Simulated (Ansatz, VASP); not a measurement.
# Ca6Zn4Cr4Si17O50 in two plane-wave programs

Aim: how closely do two programs agree when they are given the same cell, functional and k mesh? The structure shown is frame 18 of Ansatz's trajectory.

Calculated with Ansatz 0.2.0; plane waves, with VASP 6.6.1 beside it; single point at PBE.

### Step 1. Starting point

The cell holds 81 atoms: 17 Si, 6 Ca, 4 Zn, 4 Cr and 50 O. Its edges and angles: a = 10.150 Å, b = 10.150 Å, c = 10.150 Å, α = 90.0°, β = 90.0°, γ = 90.0°. As first built, before any earlier steps moved the atoms (in the runner's words): 81 atoms (17 Si, 6 Ca, 4 Zn, 4 Cr, 50 O) placed at random at 2.92 g/cm^3, melted at 4000 K for 10 ps at fixed volume with the Morse and Coulomb pair potential with partial charges (Pedone, Malavasi, Menziani, Cormack and Segre, J. Phys. Chem. B 110, 11780 (2006)). Quenched from 4000 K to 300 K at 20 K/ps and fixed volume, held 10 ps at zero pressure.

### Step 2. Ansatz: dynamics, PBE

Ansatz runs on its default PAW (the set named soft_2) files.

One frame of this run of dynamics is then solved in both programs, so the motion causes no difference.

input.yaml

```yaml
crystal:
  lattice:
    - [10.14983, 0.0, 0.0]
    - [0.0, 10.14983, 0.0]
    - [0.0, 0.0, 10.14983]
  atoms:
    - { symbol: Si, position: [0.26392, 0.14666, 0.9921] }
    - { symbol: Si, position: [0.83602, 0.56795, 0.96915] }
    - { symbol: Si, position: [0.46122, 0.14739, 0.33918] }
    - { symbol: Si, position: [0.15152, 0.59621, 0.02603] }
    - { symbol: Si, position: [0.40927, 0.55615, 0.52364] }
    - { symbol: Si, position: [0.72461, 0.51344, 0.52867] }
    - { symbol: Si, position: [0.74052, 0.21529, 0.45224] }
    - { symbol: Si, position: [0.0722, 0.10341, 0.7529] }
    - { symbol: Si, position: [0.88729, 0.91371, 0.1644] }
    - { symbol: Si, position: [0.97458, 0.58651, 0.63966] }
    - { symbol: Si, position: [0.49033, 0.01098, 0.82545] }
    - { symbol: Si, position: [0.23794, 0.86264, 0.12099] }
    - { symbol: Si, position: [0.77157, 0.9225, 0.54604] }
    - { symbol: Si, position: [0.62141, 0.04959, 0.09375] }
    - { symbol: Si, position: [0.77733, 0.64838, 0.24944] }
    - { symbol: Si, position: [0.9643, 0.19083, 0.23996] }
    - { symbol: Si, position: [0.43211, 0.50466, 0.94977] }
    - { symbol: Ca, position: [0.22537, 0.79903, 0.71319] }
    - { symbol: Ca, position: [0.7207, 0.25208, 0.802] }
    - { symbol: Ca, position: [0.62743, 0.72208, 0.73279] }
    - { symbol: Ca, position: [0.38774, 0.25912, 0.70451] }
    - { symbol: Ca, position: [0.13071, 0.37896, 0.49713] }
    - { symbol: Ca, position: [0.01934, 0.34678, 0.88566] }
    - { symbol: Zn, position: [0.45022, 0.65969, 0.23163] }
    - { symbol: Zn, position: [0.43482, 0.88298, 0.53023] }
    - { symbol: Zn, position: [0.55126, 0.7771, 0.04327] }
    - { symbol: Zn, position: [0.77818, 0.33526, 0.0847] }
    - { symbol: Cr, position: [0.18146, 0.05837, 0.44616], spin: -3.0 }
    - { symbol: Cr, position: [0.31807, 0.40117, 0.21378], spin: 3.0 }
    - { symbol: Cr, position: [0.0409, 0.78324, 0.39634], spin: 3.0 }
    - { symbol: Cr, position: [0.93583, 0.84646, 0.83472], spin: 3.0 }
    - { symbol: O, position: [0.76305, 0.57721, 0.38598] }
    - { symbol: O, position: [0.23406, 0.02301, 0.08306] }
    - { symbol: O, position: [0.58634, 0.19819, 0.41392] }
    - { symbol: O, position: [0.77896, 0.69881, 0.91544] }
    - { symbol: O, position: [0.38454, 0.81057, 0.13996] }
    - { symbol: O, position: [0.95723, 0.0291, 0.24173] }
    - { symbol: O, position: [0.49514, 0.38338, 0.8664] }
    - { symbol: O, position: [0.28278, 0.27818, 0.0701] }
    - { symbol: O, position: [0.66584, 0.18518, 0.0381] }
    - { symbol: O, position: [0.79626, 0.54326, 0.12529] }
    - { symbol: O, position: [0.08314, 0.95684, 0.79192] }
    - { symbol: O, position: [0.16934, 0.52801, 0.16615] }
    - { symbol: O, position: [0.95332, 0.25999, 0.09716] }
    - { symbol: O, position: [0.15546, 0.14736, 0.61086] }
    - { symbol: O, position: [0.87488, 0.85511, 0.46155] }
    - { symbol: O, position: [0.63675, 0.72792, 0.20944] }
    - { symbol: O, position: [0.77907, 0.07707, 0.5122] }
    - { symbol: O, position: [0.51183, 0.07896, 0.20896] }
    - { symbol: O, position: [0.56905, 0.10769, 0.72751] }
    - { symbol: O, position: [0.04464, 0.60509, 0.49529] }
    - { symbol: O, position: [0.01511, 0.70228, 0.73066] }
    - { symbol: O, position: [0.01227, 0.44637, 0.68577] }
    - { symbol: O, position: [0.38976, 0.54248, 0.36495] }
    - { symbol: O, position: [0.15529, 0.17413, 0.88336] }
    - { symbol: O, position: [0.93203, 0.15985, 0.75948] }
    - { symbol: O, position: [0.37362, 0.70095, 0.56552] }
    - { symbol: O, position: [0.93746, 0.88589, 0.02304] }
    - { symbol: O, position: [0.37938, 0.03264, 0.42876] }
    - { symbol: O, position: [0.08151, 0.21591, 0.34087] }
    - { symbol: O, position: [0.57671, 0.9628, 0.95927] }
    - { symbol: O, position: [0.44494, 0.50085, 0.11178] }
    - { symbol: O, position: [0.35793, 0.25911, 0.32844] }
    - { symbol: O, position: [0.385, 0.10151, 0.89842] }
    - { symbol: O, position: [0.78968, 0.42863, 0.90799] }
    - { symbol: O, position: [0.18352, 0.75168, 0.01918] }
    - { symbol: O, position: [0.16445, 0.84504, 0.25889] }
    - { symbol: O, position: [0.3319, 0.44018, 0.59414] }
    - { symbol: O, position: [0.7399, 0.9783, 0.157] }
    - { symbol: O, position: [0.74625, 0.35979, 0.5268] }
    - { symbol: O, position: [0.50311, 0.63654, 0.91164] }
    - { symbol: O, position: [0.14053, 0.88856, 0.5113] }
    - { symbol: O, position: [0.89629, 0.75814, 0.23243] }
    - { symbol: O, position: [0.26832, 0.53256, 0.93226] }
    - { symbol: O, position: [0.814, 0.59266, 0.63322] }
    - { symbol: O, position: [0.00692, 0.5639, 0.9698] }
    - { symbol: O, position: [0.82994, 0.24663, 0.3108] }
    - { symbol: O, position: [0.57135, 0.54122, 0.55884] }
    - { symbol: O, position: [0.80822, 0.8945, 0.70367] }
    - { symbol: O, position: [0.63307, 0.85344, 0.5307] }
    - { symbol: O, position: [0.42741, 0.90238, 0.7423] }
magnetization:
  spin_polarized: true
kpoints:
  mp_grid: { grid: [1, 1, 1] }
hamiltonian:
  xc: pbe
scf:
  occupations: { method: fermi_dirac, width: 0.025 }
output:
  forces: true
md:
  timestep: 1.0
  n_steps: 53
  ensemble: nve
  temperature: 900
  initial_velocities: maxwell_boltzmann
  seed: 620
```

Started as:

```bash
ansatz run input.yaml --threads 4 --pin off --max-ram 8192MiB --backend cpu --events-out ev --progress --plain --runs-dir out
```

Numbers of over 12 decimals in the logs are rounded to 6 here.

The program printed:

```text
Warning: md: disabling space-group detection — thermal motion breaks the input geometry's symmetry, so no spatial operation reduces the k-mesh or symmetrises the density; time reversal is kept, so that k and −k are solved as one point where they differ and the mesh holds both, and exact exchange and, on two spinor components, a DFT+U term hold to it where the run has them: on two components no moment then forms, and  [...]
Engine: ansatz 0.2.0, x86_64-unknown-linux-gnu
Pseudopotentials: kind: paw
Pseudopotential: Si, paw, valence charge 4, recommended cutoff 420 eV (normal), Si.paw.azcp
Pseudopotential: Ca, paw, valence charge 10, recommended cutoff 420 eV (normal), Ca.paw.azcp
Pseudopotential: Zn, paw, valence charge 12, recommended cutoff 420 eV (normal), Zn.paw.azcp
Pseudopotential: Cr, paw, valence charge 14, recommended cutoff 420 eV (normal), Cr.paw.azcp
Pseudopotential: O, paw, valence charge 6, recommended cutoff 420 eV (normal), O.paw.azcp
Functional definition: PBE
  parameter kappa = 0.804
  parameter beta = 0.066725
  exchange = pbe_x(kappa = kappa, mu = beta*pi^2/3)
  correlation = pbe_c(beta = beta)
Crystal: 81 atoms, lattice volume = 1045.626 Å³
Basis set: ecut = 420 eV, 20341 PW (Γ), exchange–correlation on 144×144×144 points (8 copies of the dense FFT grid, shifted against one another)
Bands: 353, of which v1, the nominal top of the filled ones, is band 266 counted from 1 (265 counted from 0)
Symmetry: 1 space group operations
k-points: 1
Non-local potential: Si, projectors of the file, l = 0: 2, l = 1: 2, l = 2: 2
Non-local potential: Ca, projectors of the file, l = 0: 3, l = 1: 2, l = 2: 2
Non-local potential: Zn, projectors of the file, l = 0: 2, l = 1: 2, l = 2: 3, l = 3: 1
Non-local potential: Cr, projectors of the file, l = 0: 3, l = 1: 2, l = 2: 3, l = 3: 1
Non-local potential: O, projectors of the file, l = 0: 2, l = 1: 2, l = 2: 1
PAW form: soft (Blöchl's): semilocal exchange-correlation on the pseudo side does not see the compensation charge
PAW one-centre angular grid: Si, 110 points (default); XC on 64 Gauss nodes
PAW one-centre angular grid: Ca, 110 points (default); XC on 64 Gauss nodes
PAW one-centre angular grid: Zn, 590 points (default); XC on 64 Gauss nodes
PAW one-centre angular grid: Cr, 590 points (default); XC on 64 Gauss nodes
PAW one-centre angular grid: O, 110 points (default); XC on 64 Gauss nodes
Initial density: superposition of atomic densities (chi_scale 0.1, normalization cell, long waves <1 % of neutral atoms (reshape's long-wave potential 1.00 eV rms, cloud 2.42 Å wide))
Starting moments: Σ|m| = 12 μB on 4 of 81 sites
Initial wavefunctions: pseudopotential atomic-orbital guess
Functional: x = pbe(κ = 0.804, μ = 0.219515), c = pbe(β = 0.066725)
SCF iter   1: F=—  HF=-76985.071490 eV  |F-HF|=—  |Δ(HF+E_count)|=         —  Δρ=5.99e-2 (↑5.27e-2 ↓5.99e-2)  dr2=1.93e2  dr2_m=3.16e0  M=2.165 μB ∫|m|=14.420 μB  β_m=0.30  ethr=3.10e-3  ⟨swp⟩=9.5  Hψ=3299  notcnv=0  defer=97
preconditioner: auto → Resta (q_TF=auto, 2.438 Å⁻¹)  ε∞=4.9  [insulator: Δε(μ)=0.123 eV  Ē_g=12.380 eV  σ=0.025 eV  W_gap=0.84  n_scr=250 (ndim 8)  ℏωp=24.4 eV  f_vac=0.020  D(μ)=6.46/eV (n_scr^D=18)  ε∞_Penn≈4.9]
spin=Collinear: Resta preconditioning applied to the charge; magnetization (m = ρ↑ − ρ↓) channel mixes plain (no charge-response kernel on spin).
SCF iter   2: F=—  HF=-76966.021764 eV  |F-HF|=—  |Δ(HF+E_count)|=    1.90e1  Δρ=7.80e-2 (↑5.38e-2 ↓7.80e-2)  dr2=2.09e2  dr2_m=1.37e1  M=11.771 μB ∫|m|=12.474 μB  β_m=0.30  ethr=3.10e-3  ⟨swp⟩=3.5  Hψ=1381  notcnv=0  defer=150
SCF iter   3: F=—  HF=-76967.649179 eV  |F-HF|=—  |Δ(HF+E_count)|=    1.63e0  Δρ=1.25e-1 (↑1.25e-1 ↓5.17e-2)  dr2=5.21e2  dr2_m=2.13e1  M=2.000 μB ∫|m|=4.795 μB  β_m=0.30  ethr=3.10e-3  ⟨swp⟩=6.5  Hψ=2119  notcnv=0  defer=155
SCF iter   4: F=—  HF=-76954.567788 eV  |F-HF|=—  |Δ(HF+E_count)|=    1.31e1  Δρ=8.16e-2 (↑7.34e-2 ↓8.16e-2)  dr2=4.06e2  dr2_m=7.76e0  M=5.981 μB ∫|m|=7.151 μB  β_m=0.30  ethr=3.10e-3  ⟨swp⟩=3.5  Hψ=1657  notcnv=0  defer=158
SCF iter   5: F=—  HF=-76943.929218 eV  |F-HF|=—  |Δ(HF+E_count)|=    1.06e1  Δρ=5.48e-2 (↑5.12e-2 ↓5.48e-2)  dr2=1.87e2  dr2_m=1.20e0  M=4.730 μB ∫|m|=7.605 μB  β_m=0.30  ethr=3.10e-3  ⟨swp⟩=3.5  Hψ=1373  notcnv=0  defer=157
SCF iter   6: F=—  HF=-76939.360276 eV  |F-HF|=—  |Δ(HF+E_count)|=    4.57e0  Δρ=3.56e-2 (↑3.12e-2 ↓3.56e-2)  dr2=5.33e1  dr2_m=3.57e0  M=4.101 μB ∫|m|=10.210 μB  β_m=0.30  ethr=3.10e-3  ⟨swp⟩=3.0  Hψ=1376  notcnv=0  defer=152
[...]
SCF converged after 16 iterations
Magnetization: 5.0240 μB (268.5120 up, 263.4880 down)
Absolute magnetization: 12.2998 μB (∫|ρ↑−ρ↓|, with the PAW one-centre terms)
Spin contamination: 3.4755 ħ² per cell (⟨S²⟩ above its minimum at these occupations)
Per-site moments (μB) at R_I (Å): [(0.000412614, 0.632558), (0.00248763, 0.649089), (0.00182812, 0.670084), (0.00227967, 0.646071), (4.315240766861999e-5, 0.665692), (0.000172258, 0.650164), (0.000131073, 0.648194), (-0.000487408, 0.673777), (0.0035099, 0.671330), (0.00558258, 0.648050), (6.873744074612287e-5, 0.669798), (0.0016249, 0.664512), (0.00471992, 0.661001), (0.00011038, 0.652325), (0.000224071, 0.650698), ( [...]
Free energy (F): -76939.005543 eV
Harris-Foulkes:  -76939.005543 eV  (|F-HF|=1.12e-8)
Internal energy: -76938.970806 eV  (E = F + TS)
E sigma→0 (E₀):  -76938.988175 eV
Entropy (-TS):   -0.034737 eV (-0.429 meV/atom)
Fermi energy:    7.137103 eV
--- Per-component energies (eV) ---
  E_band       = -3042.963670
  E_kinetic    = 13198.451886
  E_local      = -44679.224458  (includes V_loc(G=0)·N_el)
  E_nonlocal   = 5999.656906
  E_hartree    = 17378.440353
  E_xc         = -6583.204199
  E_vxc        = -7483.489537  (∫ρ·V_xc dr)
  E_paw        = -33920.883959  (= ΣΔE_a)
  E_vpaw       = -4835.364816  (= ΣTr[D̂ρ^β])
  E_aug_tail   = 0.125890  (compensation charges beyond the density's cutoff)
  E_ewald      = -28332.333225
  E_smearing   = -0.034737  (= −TS)
  E_closure    = -0.000000  (closes the sum)
  Σ components = -76939.005543   (vs F -76939.005543, Δ=0.00e0)
--- Forces (eV/Å), atoms counted from 1 ---
  atom   1  Si    -3.35141224     1.88930921     1.61148567
  atom   2  Si    -1.88471162     0.86824236     0.43711473
  atom   3  Si    -0.77745430     1.41631327    -0.04296110
  atom   4  Si     0.29192490    -1.32446489     1.77749144
  atom   5  Si     1.35227305    -0.46585647     0.73351038
  atom   6  Si     0.36973200    -0.82183676    -2.93933822
  atom   7  Si     1.35253883    -1.96965223    -2.61412273
  atom   8  Si    -0.20243157    -1.39446185    -0.40984655
  atom   9  Si     0.29677364    -0.64501621    -1.61200858
  atom  10  Si     4.21191390    -0.18190884     2.81218652
  atom  11  Si     0.36897585    -1.51526384    -0.73857939
  atom  12  Si     0.56677433     0.09068616     1.91241681
  atom  13  Si    -0.58017936    -3.47926141    -3.49027191
  atom  14  Si     1.95744009     2.93001844    -1.05799920
  atom  15  Si     0.07226401     1.26931384     1.39486779
  atom  16  Si     0.12989295     3.43615810    -0.71085422
  atom  17  Si     1.47618129     2.03351395     0.62478485
  atom  18  Ca     0.39894817     0.17342148    -0.08481204
  atom  19  Ca     0.32120432    -0.91132632     0.10621453
  atom  20  Ca     0.84152631    -0.34445639    -1.05656438
  atom  21  Ca    -0.97825148    -0.46131023    -0.95149989
  atom  22  Ca     0.38111313    -0.70877598    -0.57470950
  atom  23  Ca     0.16934365     0.44280438     0.69708901
  atom  24  Zn     0.51480861     0.10041533    -0.83857966
[...]
atom  74  O      0.24100273    -1.44033725     0.13081858
  atom  75  O     -3.14589267    -0.05793361     1.11035984
  atom  76  O      1.35761727    -0.06122145    -0.37188511
  atom  77  O     -1.67017485     0.24571388     1.11762847
  atom  78  O     -1.87356246     0.52485634     1.29287405
  atom  79  O     -0.28356280     0.56254193     0.42750446
  atom  80  O      0.80024020     0.81163498     0.26654218
  atom  81  O     -0.63723495     2.06616110     0.28935311
  max |Σ_I F_I| component: 7.39e-5 eV/Å
--- MD trajectory: 53 steps, t = 0.0 → 53.0 fs ---
  final state: T = 796.0 K   F+E_penalty+E_count = -76939.00554320 eV   E_kin = 8.230815 eV
  conserved energy: peak-to-peak 1.048e-2 eV (1.294e-4 eV/atom) over 53.0 fs
```

The column dr2 measures how far the density is from self-consistency, as an energy; F and HF (Harris–Foulkes) agree once it is small.

[end of part 1 of 2]

[Lines on the potential files, build, host, timing and source positions are cut from VASP's logs without a mark.]

[Logs are printed without paths, hosts, clocks, repeated set-up lines and the standing remarks that a program may print on its own settings, such as how far it seeks lower states.]

[Hosts, paths, dates, database ids (printed as entryN), source tags and the programs' standing remarks are cut or masked in the printed files.]
